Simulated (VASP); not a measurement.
Output of a VASP run:

### OSZICAR
```
       N       E                     dE             d eps       ncg     rms          rms(c)
DAV:   1     0.850182471003E+02    0.85018E+02   -0.63844E+03   440   0.104E+03
DAV:   2     0.856089642798E-01   -0.84933E+02   -0.79750E+02   504   0.251E+02
DAV:   3    -0.685160360860E+01   -0.69372E+01   -0.69047E+01   515   0.757E+01
DAV:   4    -0.698296970317E+01   -0.13137E+00   -0.13125E+00   521   0.116E+01
DAV:   5    -0.698643203754E+01   -0.34623E-02   -0.34620E-02   544   0.181E+00    0.211E+00
DAV:   6    -0.678101174082E+01    0.20542E+00   -0.41909E-01   512   0.417E+00    0.157E+00
DAV:   7    -0.676866727651E+01    0.12344E-01   -0.93806E-02   545   0.199E+00    0.107E+00
DAV:   8    -0.677473654103E+01   -0.60693E-02   -0.10516E-02   464   0.105E+00    0.251E-01
DAV:   9    -0.677468546942E+01    0.51072E-04   -0.20535E-04   545   0.136E-01    0.146E-01
DAV:  10    -0.677487018341E+01   -0.18471E-03   -0.39908E-04   464   0.163E-01    0.564E-02
DAV:  11    -0.677486040467E+01    0.97787E-05   -0.20172E-05   512   0.410E-02    0.131E-02
DAV:  12    -0.677486012440E+01    0.28027E-06   -0.20588E-06   482   0.138E-02
   1 F= -.67748601E+01 E0= -.67748601E+01  d E =-.459582E-21
```

### OUTCAR
```
------------------------ aborting loop because EDIFF is reached ----------------------------------------
  FORCE on cell =-STRESS in cart. coord.  units (eV):
  Direction    XX          YY          ZZ          XY          YZ          ZX
  --------------------------------------------------------------------------------------
  Total       -0.2485564     -0.2485564     -0.2485564      0.0000000     -0.0000000      0.0000000
  in kB       -8.3667673     -8.3667673     -8.3667673      0.0000000     -0.0000000      0.0000000
  external PRESSURE =      -8.3667673 kB  Pullay stress =       0.0000000 kB
  volume of cell :       47.60
      direct lattice vectors                 reciprocal lattice vectors
     0.000000000  2.876400000  2.876400000    -0.173828397  0.173828397  0.173828397
     2.876400000  0.000000000  2.876400000     0.173828397 -0.173828397  0.173828397
     2.876400000  2.876400000  0.000000000     0.173828397  0.173828397 -0.173828397
  FREE ENERGIE OF THE ION-ELECTRON SYSTEM (eV)
  ---------------------------------------------------
  free  energy   TOTEN  =        -6.7748601244 eV

  energy  without entropy=       -6.7748601244  energy(sigma->0) =       -6.77486012
```
(Selected blocks of OUTCAR.)

File POSCAR:
```
NaCl
1
    0.0000000000     2.8764000000     2.8764000000
    2.8764000000     0.0000000000     2.8764000000
    2.8764000000     2.8764000000     0.0000000000
Na Cl
1 1
Direct
  0.0000000000   0.0000000000   0.0000000000
  0.5000000000   0.5000000000   0.5000000000
```

Question: Reconstruct the remaining input files.

Answer: Several could match; the one computed here: the input of the run itself, PBE GGA, plane waves, VASP's PBE PAW potentials (set 64).

File KPOINTS:
```
Automatic mesh
0
Gamma
7 7 7
0 0 0
```

**INCAR**
```
ALGO=Normal
EDIFF=1E-6
ENCUT=400
GGA=PE
ISIF=2
ISMEAR=0
LASPH=.TRUE.
LCHARG=.FALSE.
LREAL=.FALSE.
LWAVE=.FALSE.
NELM=100
PREC=Accurate
SIGMA=0.05
SYSTEM=NaCl
```

POTCAR, in this order: Na_pv Cl (PBE.64 set). Program: vasp_std.

The compound is NaCl in the rock salt structure. The cell was not relaxed at this level.
